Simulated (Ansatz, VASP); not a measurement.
SiH5Cl in VASP and in Ansatz

```
Cl H Si
1.0
     7.70599    0.00000    0.00000
     0.00000    7.70599    0.00000
     0.00000    0.00000    7.70599
Cl H Si
4 20 4
Direct
  0.64911 0.49425 0.84067
  0.27904 0.49681 0.60523
  0.69259 0.20823 0.14888
  0.36633 0.87655 0.90369
  0.64808 0.38214 0.97385
  0.41022 0.48048 0.71658
  0.82074 0.14957 0.04870
  0.28889 0.93322 0.76316
  0.05684 0.45912 0.28721
  0.09265 0.28918 0.02327
  0.23292 0.57263 0.04664
  0.33791 0.32758 0.21913
  0.37779 0.01240 0.34258
  0.19357 0.02853 0.59831
  0.07185 0.10458 0.32010
  0.14094 0.80035 0.38367
  0.95958 0.08841 0.89412
  0.75756 0.85106 0.93305
  0.72548 0.05552 0.68771
  0.96644 0.84600 0.69143
  0.75307 0.88013 0.38739
  0.63488 0.59036 0.43462
  0.52594 0.76777 0.19520
  0.81980 0.64719 0.18246
  0.18077 0.41326 0.14457
  0.19708 0.98459 0.40778
  0.84897 0.95603 0.79878
  0.68332 0.72099 0.29930
```

Alike in both runs: functional LDA; k mesh 1 × 1 × 1; occupations fermi-dirac, width 0.05 eV; no spin polarisation.

Ansatz relaxed the structure, and its values are those at the end. VASP's run is a single point on that final structure, the one shown.

|  | VASP | Ansatz |
| --- | --- | --- |
| version | VASP 6.6.1 | Ansatz 0.2.0 |
| potentials or method | VASP PAW LDA potentials, release 64 (Cl, H, Si) | scalar-relativistic, plane waves, PAW |
| plane-wave cutoff (eV) | 520 | 420 |
| valence electrons in the cell | 64 | 64 |

```tsv
	VASP	Ansatz	Ansatz less VASP
gap on the k mesh at the Fermi level (eV)	5.39	5.37	-0.019
rms of the force components (eV/Å)	0.059	0.047	-0.0120
```

A hybrid or GW would open this gap; LDA tends to underestimate it.
